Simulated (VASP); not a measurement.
Input for VASP

### POSCAR
```
Cu3Au
7.6467850
  0.4999999822   0.0000000000   0.0000000000
  0.0000000000   0.4999999822   0.0000000000
  0.0000000000   0.0000000000   0.4999999822
Cu Au
3 1
Cartesian
  0.0000000000   0.2499999911   0.2499999911
  0.2499999911   0.0000000000   0.2499999911
  0.2499999911   0.2499999911   0.0000000000
  0.0000000000   0.0000000000   0.0000000000
```

KPOINTS:
```
kpoints
0
Gamma
  8 8 8
0 0 0
```

**INCAR**
```
SYSTEM = Cu3Au
PREC = Accurate
ENCUT = 520
EDIFF = 1E-7
NELM = 100
ALGO = Normal
LREAL = .FALSE.
LASPH = .TRUE.
ISMEAR = 1
SIGMA = 0.1
GGA = RP
LMAXMIX = 6
LWAVE = .FALSE.
LCHARG = .FALSE.
ISIF = 2
```

POTCAR, in this order: Cu Au (PBE.64 set). Program: vasp_std.

Q: Translate this RPBE calculation to Ansatz.

A: One equivalent input (not run):
Ansatz 0.2 input:
```yaml
crystal:
  lattice:
    - [3.8233924, 0.0000000, 0.0000000]
    - [0.0000000, 3.8233924, 0.0000000]
    - [0.0000000, 0.0000000, 3.8233924]
  atoms:
    - { symbol: Cu, position: [0.0000000, 0.5000000, 0.5000000] }
    - { symbol: Cu, position: [0.5000000, 0.0000000, 0.5000000] }
    - { symbol: Cu, position: [0.5000000, 0.5000000, 0.0000000] }
    - { symbol: Au, position: [0.0000000, 0.0000000, 0.0000000] }
kpoints:
  mp_grid: { grid: [8, 8, 8] }
hamiltonian:
  xc: rpbe
  pseudopotentials: { kind: paw }
scf:
  occupations: { method: methfessel_paxton, width: 0.1 }
  max_iter: 100
output: { forces: true, stress: true, eigenvalues: true }
```
What does not carry over: each code has its own PAW files, so the cut-off isn't converted (ENCUT is set for VASP's; basis.ecutwfc is left out, and Ansatz then takes the one that its files recommend); Ansatz stops its SCF on the density residual and VASP on the energy change (EDIFF).

The compound is Cu3Au in the L1_2 structure. It was relaxed first, which changed the volume by +6 %.
